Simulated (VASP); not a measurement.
Data:

```
CELL_PARAMETERS angstrom
      0.00000     3.31047     3.31047
      3.31047     0.00000     3.31047
      3.31047     3.31047     0.00000
ATOMIC_POSITIONS crystal
  Cd 0.00000 0.00000 0.00000
  Te 0.25000 0.25000 0.25000
```

Computed with PW91 GGA, VASP's PBE PAW potentials (set 64) (plane waves; VASP 6.6.1). Numerical set-up: 520 eV cut-off, Gaussian smearing of 0.050 eV, potentials Cd Te.

Unless said otherwise, spin-orbit coupling is left out, though it shifts the bands of the heavy elements here.

**Question.** Give the energies of bands 7 to 12 at the high-symmetry points, in eV from the valence-band maximum.

**Answer.** 
```csv
band,Γ,X,U,L,W
7,0.00,-4.01,-3.92,-4.08,-3.90
8,0.00,-1.66,-2.28,-0.69,-2.08
9,0.00,-1.66,-1.37,-0.69,-1.94
10,0.57,2.66,2.91,1.74,4.02
11,4.63,2.73,4.42,5.20,4.69
12,4.63,8.50,7.21,5.20,5.47
```

The gap is direct, 0.57 eV, from the valence maximum at Γ to the conduction minimum at Γ.

Measured: gap 1.63 eV (computed value off by -1.06 eV), as given by Anna Miglio et al., npj Computational Materials (2020), arXiv:2011.12765 [zero-point renormalisation of 16 meV (experimental, the table's column) added back].

The compound is CdTe in the zinc blende structure. It was relaxed first, which changed the volume by +7 %.
